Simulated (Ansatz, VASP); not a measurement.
One calculation of Be3B2C, two programs

INCAR

```
PREC = Accurate
ENCUT = 600
EDIFF = 1E-6
ISMEAR = 0
SIGMA = 0.1
LREAL = F
LASPH = T
NELM = 60
ALGO = Normal
ISIF = 3
LWAVE = F
LCHARG = F
GGA = PE
IBRION = 2
NSW = 90
EDIFFG = -0.04
```

Contents of KPOINTS:

```
Automatic mesh
0
Gamma
  6 6 4
```

Contents of POSCAR:

```
Be3B2C
1.0
    3.0614053900      0.0000000000      0.0000000000
   -1.5307027000      2.6512548400      0.0000000000
    0.0000000000      0.0000000000      5.1207652400
Be B C
3 2 1
Direct
    0.5000000000      0.0000000000      0.0000000000
    0.0000000000      0.5000000000      0.0000000000
    0.5000000000      0.5000000000      0.0000000000
    0.0000000000      0.0000000000      0.8257851700
    0.0000000000      0.0000000000      0.1742148300
    0.0000000000      0.0000000000      0.5000000000
```

Input for Ansatz:

```yaml
crystal:
  lattice:
    - [3.06140539, 0.0, 0.0]
    - [-1.5307027, 2.65125484, 0.0]
    - [0.0, 0.0, 5.12076524]
  atoms:
    - { symbol: Be, position: [0.5, 0.0, 0.0] }
    - { symbol: Be, position: [0.0, 0.5, 0.0] }
    - { symbol: Be, position: [0.5, 0.5, 0.0] }
    - { symbol: B, position: [0.0, 0.0, 0.82578517] }
    - { symbol: B, position: [0.0, 0.0, 0.17421483] }
    - { symbol: C, position: [0.0, 0.0, 0.5] }
basis:
  ecutwfc: 420
kpoints:
  mp_grid: { grid: [6, 6, 4] }
hamiltonian:
  xc: pbe
scf:
  occupations: { method: gaussian, width: 0.1 }
  lower_state_search: "off"
output:
  forces: true
  stress: true
  eigenvalues: true
relax:
  adjacent_minimum: "off"
  f_tol: 0.04
  max_steps: 70
  cell: { stress_tol: 0.4 }
```

Alike in both runs: task relaxation of cell and atoms; functional PBE; k mesh 6 × 6 × 4; occupations gaussian, width 0.1 eV; no spin polarisation.

|  | VASP | Ansatz |
| --- | --- | --- |
| version | VASP 6.6.1 | Ansatz 0.2.0 |
| potentials or method | VASP PAW PBE potentials, release 64 (Be, B, C) | scalar-relativistic, plane waves, PAW |
| plane-wave cutoff (eV) | 600 | 420 |
| valence electrons in the cell | 16 | 16 |

|  | VASP | Ansatz | Ansatz less VASP |
| --- | --- | --- | --- |
| gap on the k mesh at the Fermi level, each at its own relaxed structure (eV) | none | none | - |
| relaxed volume (Å³/atom) | 10.67 | 10.75 | +0.079 |
| relaxed cell length with the largest relative difference (Å) | 4.071 | 4.087 | +0.0155 |
| energy change over the relaxation (meV/atom) | -1803 | -1804 | -1.1 |

A gap of «none» marks a metal or a gap that the smearing closes.

Caveats: the k mesh is coarse (spacing up to 0.39 Å⁻¹), so the values aren't converged; the volume moved by over 15 % at a fixed basis, so the end points are rough.
